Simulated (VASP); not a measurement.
Energy against volume of MnF$_{2}$ (rutile). All values below come from vdW-DF-cx, VASP's PBE PAW potentials (set 64) (plane waves; VASP). Run with 520 eV cut-off, 5×5×7 Γ-centred mesh, Gaussian smearing of 0.050 eV, potentials Mn_pv F.

Shape and ions are relaxed at each volume.

| V (Å³/atom) | E (eV/atom) |
|---|---|
| 12.620 | -4.19934 |
| 13.010 | -4.20397 |
| 13.400 | -4.20192 |
| 13.791 | -4.19431 |

Q: Fit these four points and predict the energy of the run at 12.230 Å³/atom.

A: A cubic in V^(−2/3), the third-order Birch-Murnaghan form, passes through the four points with V0 = 13.07 Å³/atom and B0 = 89 GPa, and gives -4.1866 eV/atom there. The run gave -4.1867 eV/atom, -0.1 meV/atom from the fit; all five points give B0 = 89 GPa.

The compound is MnF2 in the rutile structure. It was relaxed first.
